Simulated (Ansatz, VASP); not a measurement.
# BaTiO3 in two plane-wave programs

One calculation is typed for both programs; each brings its own data sets. How far apart do they land? The structure shown is the start of the Ansatz relaxation below; VASP solves that cell, so the two are compared at the walk's first step.

Method: plane waves, with VASP 6.6.1 beside it; single point at LDA, in Ansatz 0.2.0.

## (1) The structure

The structure is tetragonal, space group P4mm (No. 99). The conventional cell has a = 3.888 Å, b = 3.888 Å, c = 3.975 Å, α = 90.00°, β = 90.00°, γ = 90.00°. Nearest to O lie 2 Ti at 1.86 to 2.12 Å and 4 Ba at 2.75 Å. O has 2 Ti at 1.95 Å and 4 Ba at 2.74 to 2.82 Å nearest. Ti has 6 O at 1.86 to 2.12 Å nearest. Nearest to Ba lie 12 O at 2.74 to 2.82 Å. Farther neighbours and most contacts between anions are not listed.

## (2) Ansatz: relaxation, LDA

Ansatz runs on its PAW soft_1 files.

The two programs are compared at the cell with which this relaxation starts, whose forces are those of its first step.

input.yaml reads:

```yaml
crystal:
  lattice:
    - [3.8877010383, 0.0, 0.0]
    - [0.0, 3.8877010383, 0.0]
    - [0.0, 0.0, 3.9745617784]
  atoms:
    - { symbol: O, position: [0.5, 0.5, 0.0221038363] }
    - { symbol: O, position: [0.5, 0.0, 0.5154553462] }
    - { symbol: O, position: [0.0, 0.5, 0.5154553462] }
    - { symbol: Ti, position: [0.5, 0.5, 0.4888978265] }
    - { symbol: Ba, position: [0.0, 0.0, 0.0010876448] }
kpoints:
  mp_grid: { grid: [8, 8, 8] }
hamiltonian:
  xc: lda
  pseudopotentials: { kind: paw, azcp: { folder: soft_1 }, xc_functional: pbe }
scf:
  occupations: { method: fixed }
output:
  forces: true
  stress: true
  eigenvalues: true
relax:
  adjacent_minimum: "off"
  f_tol: 0.001
  max_steps: 60
  cell: { stress_tol: 0.01, fix: [a, b, gamma] }
```

Launch:

```sh
ansatz run input.yaml --threads 8 --pin off --max-ram 20480MiB --backend cpu --events-out ev --progress --plain --runs-dir out
```

Numbers of over 12 decimals in the logs are rounded to 6 here.

Output:

```text
Engine: ansatz 0.2.0, aarch64-unknown-linux-gnu
Pseudopotentials: kind: paw
Pseudopotential: O, paw, valence charge 6, recommended cutoff 420 eV (normal), soft_1/O.paw.azcp
Pseudopotential: Ti, paw, valence charge 12, recommended cutoff 420 eV (normal), soft_1/Ti.paw.azcp
Pseudopotential: Ba, paw, valence charge 10, recommended cutoff 420 eV (normal), soft_1/Ba.paw.azcp
Functional definition: SPW92
  exchange = slater_x
  correlation = pw_c
Crystal: 5 atoms, lattice volume = 60.072 Å³
Basis set: ecut = 420 eV, 1197 PW (Γ)
Bands: 25, of which v1, the nominal top of the filled ones, is band 20 counted from 1 (19 counted from 0)
Symmetry: 8 space group operations
Space group: P4mm (ITA 99), of the structure as read, at distance tolerance 3.9e-5 Å
k-points: 75 of 512 (time reversal used)
Non-local potential: O, projectors of the file, l = 0: 2, l = 1: 2, l = 2: 1
Non-local potential: Ti, projectors of the file, l = 0: 3, l = 1: 2, l = 2: 3, l = 3: 1
Non-local potential: Ba, projectors of the file, l = 0: 3, l = 1: 2, l = 2: 2, l = 3: 2
PAW form: soft (Blöchl's): semilocal exchange-correlation on the pseudo side does not see the compensation charge
PAW frozen core: O, regenerated for the run's functional, and the local potential with it (the file was generated under x = pbe(κ = 0.804, μ = 0.219515), c = pbe(β = 0.066725))
PAW frozen core: Ti, regenerated for the run's functional, and the local potential with it (the file was generated under x = pbe(κ = 0.804, μ = 0.219515), c = pbe(β = 0.066725))
PAW frozen core: Ba, regenerated for the run's functional, and the local potential with it (the file was generated under x = pbe(κ = 0.804, μ = 0.219515), c = pbe(β = 0.066725))
PAW one-centre angular grid: O, 110 points (default); XC on 64 Gauss nodes
PAW one-centre angular grid: Ti, 590 points (default); XC on 64 Gauss nodes
PAW one-centre angular grid: Ba, 194 points (default); XC on 64 Gauss nodes
Initial density: superposition of atomic densities (chi_scale 0.1, normalization cell, long waves kept (reshape's long-wave potential 0.00 eV rms))
Initial wavefunctions: pseudopotential atomic-orbital guess
Functional: x = slater, c = lda
SCF iter   1: F=—  HF=-9905.057489 eV  |F-HF|=—  |Δ(HF+E_count)|=         —  Δρ=5.32e-2  dr2=1.79e0  ethr=3.10e-3  ⟨swp⟩=4.7  Hψ=7241  notcnv=0  defer=155
preconditioner: auto → Resta (q_TF=auto, 2.550 Å⁻¹)  ε∞=5.3  [insulator: Δε(μ)=2.248 eV  Ē_g=13.056 eV  n_scr=18 (ndim 8)  ℏωp=27.1 eV  f_vac=0.000  ε∞_Penn≈5.3]
SCF iter   2: F=—  HF=-9904.707020 eV  |F-HF|=—  |Δ(HF+E_count)|=   3.50e-1  Δρ=2.33e-2  dr2=3.97e-1  ethr=3.10e-3  ⟨swp⟩=2.7  Hψ=3669  notcnv=0  defer=90
SCF iter   3: F=—  HF=-9904.628396 eV  |F-HF|=—  |Δ(HF+E_count)|=   7.86e-2  Δρ=6.82e-3  dr2=3.06e-2  ethr=9.92e-4  ⟨swp⟩=2.0  Hψ=3205  notcnv=0  defer=171
SCF iter   4: F=—  HF=-9904.623681 eV  |F-HF|=—  |Δ(HF+E_count)|=   4.72e-3  Δρ=5.98e-3  dr2=1.96e-2  ethr=7.66e-5  ⟨swp⟩=2.1  Hψ=3247  notcnv=0  defer=169
SCF iter   5: F=—  HF=-9904.620043 eV  |F-HF|=—  |Δ(HF+E_count)|=   3.64e-3  Δρ=1.44e-3  dr2=1.10e-3  ethr=4.91e-5  ⟨swp⟩=2.0  Hψ=2740  notcnv=0  defer=192
SCF iter   6: F=—  HF=-9904.620049 eV  |F-HF|=—  |Δ(HF+E_count)|=   5.52e-6  Δρ=2.46e-4  dr2=2.76e-5  ethr=2.76e-6  ⟨swp⟩=2.0  Hψ=2646  notcnv=0  defer=210
SCF iter   7: F=—  HF=-9904.620049 eV  |F-HF|=—  |Δ(HF+E_count)|=   3.21e-7  Δρ=1.80e-4  dr2=1.58e-5  ethr=6.89e-8  ⟨swp⟩=2.0  Hψ=2936  notcnv=0  defer=81
SCF iter   8: F=—  HF=-9904.620046 eV  |F-HF|=—  |Δ(HF+E_count)|=   3.02e-6  Δρ=1.74e-5  dr2=1.45e-7  ethr=3.95e-8  ⟨swp⟩=2.0  Hψ=2746  notcnv=0  defer=80
SCF iter   9: F=-9904.620046 eV  HF=-9904.620046 eV  |F-HF|=7.72e-9  |Δ(HF+E_count)|=   8.31e-9  Δρ=5.17e-6  dr2=1.72e-8  ethr=2.50e-10  ⟨swp⟩=9.8  Hψ=9952  notcnv=0
SCF 1 converged in 9 iterations: F = -9904.620046 eV  dr2 = 1.72e-8
  greatest PAW one-centre occupation: 0.998 electrons in one spin orbital (limit 2), on the Ti atom at site 3 (counted from 0), in its partial waves of l = 0
relax step   1: F+E_penalty+E_count = -9904.62004613 eV  Δ(F+E_penalty+E_count) = +0.000e0 eV  max|allowed force component| = 5.221e-2 eV/Å  Δτ_max = 0.0000 Å  P = +4.093 GPa  Ω = 60.072 Å³  fix = [a, b, gamma]  reactions: a +4.929, b +4.929 GPa  (9 SCF iters, dr2 threshold 1.00e-7 eV, accepted)
[...]
relax step   8: F+E_penalty+E_count = -9904.62495342 eV  Δ(F+E_penalty+E_count) = -2.624e-3 eV  max|allowed force component| = 7.709e-4 eV/Å  Δτ_max = 0.0000 Å  P = +2.424 GPa  Ω = 60.770 Å³  fix = [a, b, gamma]  reactions: a +3.574, b +3.574 GPa  stress off target by 1.24e-1 GPa on what of the cell is left free  SCF on the basis re-selected at this cell (its energy is not comparable with the rows above)  (8 SCF iters)
[...]
relax step   9: F+E_penalty+E_count = -9904.62482197 eV  Δ(F+E_penalty+E_count) = +1.315e-4 eV  max|allowed force component| = 5.169e-4 eV/Å  Δτ_max = 0.0010 Å  P = +2.333 GPa  Ω = 60.812 Å³  energy of the carried Pulay correction = -1.486e-4 eV  fix = [a, b, gamma]  reactions: a +3.498, b +3.498 GPa  (5 SCF iters, dr2 threshold 3.85e-8 eV, accepted)
[...]
relax step  10: F+E_penalty+E_count = -9904.62503341 eV  Δ(F+E_penalty+E_count) = -2.114e-4 eV  max|allowed force component| = 5.754e-4 eV/Å  Δτ_max = 0.0000 Å  P = +2.334 GPa  Ω = 60.812 Å³  fix = [a, b, gamma]  reactions: a +3.498, b +3.498 GPa  stress off target by 7.45e-3 GPa on what of the cell is left free  SCF on the basis re-selected at this cell (its energy is not comparable with the rows above)  (7 SCF iters)
basis re-selected at this cell: Δ(F+E_penalty+E_count) = -2.114e-4 eV, ΔP = +0.002 GPa vs the last step (what re-selecting the basis moved, of the pressure what is left beyond the Pulay correction that the steps carried, after the strain that the cell walked since its last selection, with what the two solves' SCF thresholds leave and, on support functions, any second-order correction that the steps lacked; it is no m [...]
SCF converged after 7 iterations
Free energy (F): -9904.625033 eV
Harris-Foulkes:  -9904.625033 eV  (|F-HF|=0.00e0)
Internal energy: -9904.625033 eV  (E = F + TS)
E sigma→0 (E₀):  -9904.625033 eV
Fermi energy:    10.777786 eV
--- Per-component energies (eV) ---
  E_band       = -119.339170
  E_kinetic    = 948.333711
  E_local      = -2126.963914  (includes V_loc(G=0)·N_el)
  E_nonlocal   = 321.702451
  E_hartree    = 819.038235
  E_xc         = -527.820482
  E_vxc        = -551.582213  (∫ρ·V_xc dr)
  E_paw        = -6474.375591  (= ΣΔE_a)
  E_vpaw       = -348.907977  (= ΣTr[D̂ρ^β])
  E_aug_tail   = 0.002294  (compensation charges beyond the density's cutoff)
  E_ewald      = -2865.440972
  E_core_change = 0.899235  (= ΣΔE_core)
  E_smearing   = -0.000000  (= −TS)
  E_closure    = 0.000000  (closes the sum)
  Σ components = -9904.625033   (vs F -9904.625033, Δ=0.00e0)
--- Forces (eV/Å), atoms counted from 1 ---
  atom   1  O     -0.00000000     0.00000000     0.00051660
  atom   2  O      0.00000000     0.00000000     0.00002672
  atom   3  O     -0.00000000     0.00000000     0.00002672
  atom   4  Ti    -0.00000000     0.00000000    -0.00057901
  atom   5  Ba     0.00000000     0.00000000    -0.00000935
  max |Σ_I F_I| component: 1.83e-5 eV/Å
--- Stress (GPa, compression-positive) ---
        3.497889       0.000000      -0.000000
        0.000000       3.497889       0.000000
       -0.000000       0.000000       0.007449
  P = ⅓ Tr σ = 2.3344 GPa (23.344 kbar)
--- Band table (eV; the first three rows and the last of 75) ---
  k-point 0: bands = [... 16 lower, 9.3671, 10.3590, 10.4352, 10.4352, 12.6518, 12.9975, 12.9975, 15.3244, ... 1 higher]
  k-point 1: bands = [... 16 lower, 9.2361, 10.0255, 10.3854, 10.3854, 12.6700, 13.2394, 13.2394, 15.3655, ... 1 higher]
  k-point 2: bands = [... 16 lower, 8.9530, 9.3867, 10.2620, 10.2620, 12.7148, 13.7832, 13.7832, 15.3690, ... 1 higher]
  k-point 74: bands = [... 16 lower, 8.4164, 10.5297, 10.5297, 10.7778, 15.2581, 15.2581, 15.3752, 17.5579, ... 1 higher]
--- Relaxed structure (8 steps of the walk, 8 accepted, 2 SCFs on fresh bases) ---
  F+E_penalty+E_count = -9904.62503341 eV   max|allowed force component| = 5.754e-4 eV/Å   (the final SCF, on the basis selected at the relaxed cell)
  cell:  # Å, volume = 60.8120 Å³
    - [3.8877010383, 0.0, 0]
    - [0.0, 3.8877010383, 0.0]
    - [0, 0.0, 4.023496]
  atoms:
    - { symbol: O, position: [0.5, 0.5, 0.025940] }
    - { symbol: O, position: [0.5, 0.0, 0.517361] }
    - { symbol: O, position: [0, 0.5, 0.517361] }
    - { symbol: Ti, position: [0.5, 0.5, 0.483889] }
    - { symbol: Ba, position: [0, 0.0, -0.00155028] }
```

In the SCF lines HF is the Harris–Foulkes energy and dr2 the Hartree energy of the density residual, in eV; the loop may stop once dr2 is under the threshold and the program's other checks hold. Hψ counts applications of the Hamiltonian.

## (3) VASP: single point, LDA, start cell, pair 1

The same cell, functional (in two slightly different forms) and mesh now go to VASP, with its own data sets.

Lines of VASP's logs that name or quote its potential files are left out, and so is its time.

INCAR reads:

```
SYSTEM = BaTiO3
PREC = Accurate
ENCUT = 520
EDIFF = 1E-06
NELM = 120
ISMEAR = 0
SIGMA = 0.01
LREAL = .FALSE.
ALGO = Normal
GGA = CA
NBANDS = 26
LASPH = .TRUE.
LORBIT = 11
LWAVE = .FALSE.
LCHARG = .FALSE.
ISIF = 2
GGA_COMPAT = .FALSE.
EFERMI = MIDGAP
KPAR = 2
```

POSCAR reads:

```
BaTiO3
1.0
    3.8877010000      0.0000000000      0.0000000000
    0.0000000000      3.8877010000      0.0000000000
    0.0000000000      0.0000000000      3.9745620000
O Ti Ba
3 1 1
Direct
    0.5000001286      0.5000001286      0.0221038192
    0.5000001286      0.0000000000      0.5154552879
    0.0000000000      0.5000001286      0.5154552879
    0.5000001286      0.5000001286      0.4888978962
    0.0000000000      0.0000000000      0.0010876670
```

KPOINTS reads:

```
Automatic mesh
0
Gamma
8 8 8
0 0 0
```

The projector-augmented-wave data sets are O, Ti_sv and Ba_sv (LDA family, release 64).

Launch:

```sh
mpirun -np 2 vasp_std
```

Output:

```text
[banner, memory and clock lines left out]
running    2 mpi-ranks, on    1 nodes
 distrk:  each k-point on    1 cores,    2 groups
 distr:  one band on    1 cores,    1 groups

 POSCAR found type information on POSCAR O TiBa
 POSCAR found :  3 types and       5 ions
 LDA part: xc-table for (Slater(with rela. corr.)+CA(PZ))
 , standard interpolation
 POSCAR, INCAR and KPOINTS ok, starting setup
 FFT: planning ... GRIDC
 FFT: planning ... GRID_SOFT
 FFT: planning ... GRID
 WAVECAR not read
 entering main loop
       N       E                     dE             d eps       ncg     rms          rms(c)
DAV:   1     0.452248054202E+03    0.45225E+03   -0.21483E+04  3900   0.170E+03
DAV:   2    -0.686076507841E+01   -0.45911E+03   -0.44315E+03  4674   0.464E+02
DAV:   3    -0.523173766770E+02   -0.45457E+02   -0.45162E+02  5432   0.142E+02
DAV:   4    -0.543825663825E+02   -0.20652E+01   -0.20623E+01  5750   0.269E+01
DAV:   5    -0.544371725732E+02   -0.54606E-01   -0.54588E-01  5350   0.355E+00    0.245E+01
DAV:   6    -0.443544206749E+02    0.10083E+02   -0.61983E+01  5640   0.744E+01    0.104E+01
DAV:   7    -0.442722158637E+02    0.82205E-01   -0.98177E+00  5176   0.236E+01    0.723E+00
DAV:   8    -0.441226731512E+02    0.14954E+00   -0.11076E+00  4996   0.101E+01    0.244E+00
DAV:   9    -0.441292833356E+02   -0.66102E-02   -0.20464E-01  4850   0.312E+00    0.980E-01
DAV:  10    -0.441211128926E+02    0.81704E-02   -0.99665E-02  5168   0.265E+00    0.538E-01
DAV:  11    -0.441178024358E+02    0.33105E-02   -0.20219E-02  5746   0.104E+00    0.104E-01
DAV:  12    -0.441176467309E+02    0.15570E-03   -0.12307E-03  4496   0.340E-01    0.438E-02
DAV:  13    -0.441176519779E+02   -0.52470E-05   -0.62636E-04  5676   0.227E-01    0.605E-02
DAV:  14    -0.441176025561E+02    0.49422E-04   -0.14762E-04  4470   0.817E-02    0.161E-02
DAV:  15    -0.441175996055E+02    0.29506E-05   -0.32737E-05  5392   0.356E-02    0.329E-03
DAV:  16    -0.441175995881E+02    0.17390E-07   -0.13798E-06  2812   0.950E-03
   1 F= -.44117600E+02 E0= -.44117600E+02  d E =0.000000E+00
```

Parts of OUTCAR (step 3):

```text
ion  position               nearest neighbor table
   1  0.500  0.500  0.022-   4 1.86   4 2.12   5 2.75   5 2.75   5 2.75   5 2.75
   2  0.500  0.000  0.515-   4 1.95   4 1.95   5 2.74   5 2.74   5 2.82   5 2.82
   3  0.000  0.500  0.515-   4 1.95   4 1.95   5 2.74   5 2.74   5 2.82   5 2.82
   4  0.500  0.500  0.489-   1 1.86   2 1.95   3 1.95   2 1.95   3 1.95   1 2.12   5 3.36   5 3.36
                             5 3.36   5 3.36   5 3.42   5 3.42   5 3.42   5 3.42
   5  0.000  0.000  0.001-   2 2.74   3 2.74   2 2.74   3 2.74   1 2.75   1 2.75   1 2.75   1 2.75
                             3 2.82   2 2.82   3 2.82   2 2.82   4 3.36   4 3.36   4 3.36   4 3.36

  LATTYP: Found a simple tetragonal cell.
 ALAT       =     3.8877010000
 C/A-ratio  =     1.0223425104

 Subroutine GETGRP returns: Found  8 space group operations
 (whereof  8 operations were pure point group operations)

The static configuration has the point symmetry C_4v.

 Found     75 irreducible k-points:

   k-points           NKPTS =     75   k-points in BZ     NKDIM =     75   number of bands    NBANDS=     26

   dimension x,y,z NGX =    30 NGY =   30 NGZ =   30
   dimension x,y,z NGXF=    60 NGYF=   60 NGZF=   60

   ENCUT  =  520.0 eV  38.22 Ry    6.18 a.u.   7.23  7.23  7.39*2*pi/ulx,y,z

   NELECT =      40.0000    total number of electrons

 k-points in reciprocal lattice and weights: Automatic mesh
   0.00000000  0.00000000  0.00000000       0.002
   0.12500000  0.00000000  0.00000000       0.008
   0.25000000  0.00000000  0.00000000       0.008
   0.37500000  0.00000000  0.00000000       0.008
   0.50000000  0.00000000  0.00000000       0.004
   0.12500000  0.12500000  0.00000000       0.008
   0.25000000  0.12500000  0.00000000       0.016
   0.37500000  0.12500000  0.00000000       0.016
   0.50000000  0.12500000  0.00000000       0.008
[...]
0.50000000  0.37500000  0.50000000       0.008
   0.50000000  0.50000000  0.50000000       0.002

 average (electrostatic) potential at core
       1 -70.3762       2 -70.3239       3 -70.3239       4 -76.1746       5 -31.4060

 E-fermi :   5.0288

 k-point     1 :       0.0000    0.0000    0.0000
  band No.  band energies     occupation
    ...
     16       2.7265      2.00000
     17       2.7798      2.00000
     18       3.8104      2.00000
     19       3.8400      2.00000
     20       3.8400      2.00000
     21       5.9307      0.00000
     22       6.1720      0.00000
     23       6.1720      0.00000
     24       8.6202      0.00000
     25       8.6374      0.00000
    ...

 k-point     2 :       0.1250    0.0000    0.0000
  band No.  band energies     occupation
    ...
     16       2.5339      2.00000
     17       2.6770      2.00000
     18       3.4376      2.00000
     19       3.6820      2.00000
     20       3.7866      2.00000
     21       6.1833      0.00000
     22       6.3159      0.00000
     23       6.4020      0.00000
     24       8.6376      0.00000
     25       9.0750      0.00000
    ...

 k-point     3 :       0.2500    0.0000    0.0000
  band No.  band energies     occupation
    ...
     16       2.2364      2.00000
     17       2.3559      2.00000
     18       2.8079      2.00000
     19       3.3988      2.00000
     20       3.5172      2.00000
     21       6.2468      0.00000
     22       7.0543      0.00000
     23       7.0574      0.00000
     24       8.6437      0.00000
     25       9.8922      0.00000
    ...

  Total        2.8379411      2.8379411      1.8922027      0.0000000      0.0000000      0.0000000
  in kB       75.6900816     75.6900816     50.4665088      0.0000000      0.0000000      0.0000000
  external PRESSURE =      67.2822240 kB  Pullay stress =       0.0000000 kB

  energy-cutoff  :      520.00
  volume of cell :       60.07
      direct lattice vectors                 reciprocal lattice vectors
     3.887701000  0.000000000  0.000000000     0.257221427  0.000000000  0.000000000
     0.000000000  3.887701000  0.000000000     0.000000000  0.257221427  0.000000000
     0.000000000  0.000000000  3.974562000     0.000000000  0.000000000  0.251600051

 POSITION                                       TOTAL-FORCE (eV/Angst)
 -----------------------------------------------------------------------------------
      1.94385      1.94385      0.08785         0.000000     -0.000000     -0.121989
      1.94385      0.00000      2.04871         0.000000     -0.000000      0.001852
      0.00000      1.94385      2.04871         0.000000      0.000000      0.001852
      1.94385      1.94385      1.94316         0.000000      0.000000      0.078518
      0.00000      0.00000      0.00432         0.000000      0.000000      0.039766
 -----------------------------------------------------------------------------------
    total drift:                               -0.002285     -0.002285      0.000215

  FREE ENERGIE OF THE ION-ELECTRON SYSTEM (eV)
  ---------------------------------------------------
  free  energy   TOTEN  =       -44.1175995881 eV

  energy  without entropy=      -44.1175995881  energy(sigma->0) =      -44.11759959

 total charge
# of ion       s       p       d       tot
------------------------------------------
    1        1.557   3.475   0.000   5.032
    2        1.556   3.482   0.000   5.038
    3        1.556   3.482   0.000   5.038
    4        2.237   6.326   1.832  10.395
    5        2.011   5.649   0.388   8.048
--------------------------------------------------
tot          8.917  22.414   2.221  33.551

[... 3 further parts left out ...]
```

This run has no spin polarisation, so a moment on Ti, if there is one, isn't seen. The gap is read on the k-mesh alone, so it is an upper bound where the band edges lie off the mesh. Harder data sets than Ba_sv exist (the GW ones), and pressures, volumes and forces can shift noticeably with them.

## (4) Differences

Known differences besides the potentials themselves: the two LDA forms differ slightly; fixed occupations in Ansatz, narrow Gaussian smearing in VASP; the cutoff is 420 eV in Ansatz and 520 eV in VASP; VASP's log shows a relativistic correction to its local exchange, Ansatz's none. Total energies have different zeros and are not compared.

Forces (eV/Å; atoms numbered as in POSCAR):

```
atom        Ansatz x, y, z          VASP x, y, z
  O1  0.000, 0.000, -0.052  0.000, 0.000, -0.122
  O2   0.000, 0.000, 0.019   0.000, 0.000, 0.002
  O3   0.000, 0.000, 0.019   0.000, 0.000, 0.002
 Ti4   0.000, 0.000, 0.010   0.000, 0.000, 0.079
 Ba5   0.000, 0.000, 0.006   0.000, 0.000, 0.040
```

The forces differ by 28 meV/Å r.m.s., which is 70.8 % of the r.m.s. force of 0.039 eV/Å (both taken over all components).

## (5) What the set-up changes

Further runs change the set-up of one program: Ansatz's method, potentials or start, or VASP's data sets, cutoff or form of LDA. The table gives that difference for each run.

```
                         run  r.m.s. force difference (meV/Å)
                    as above                               28
VASP with a cutoff of 600 eV (perhaps on Ansatz's relaxed cell)                               32
```

[end of part 1 of 2]

[Lines on the potential files, build, host, timing and source positions are cut from VASP's logs without a mark.]

[Logs are printed without paths, hosts, clocks, repeated set-up lines and the standing remarks that a program may print on its own settings, such as how far it seeks lower states.]

[Hosts, paths, dates, database ids (printed as entryN), source tags and the programs' standing remarks are cut or masked in the printed files.]

[Rows of further runs with another cutoff or data set may stand on the cell that Ansatz relaxed, not on the start cell of the pair above them.]
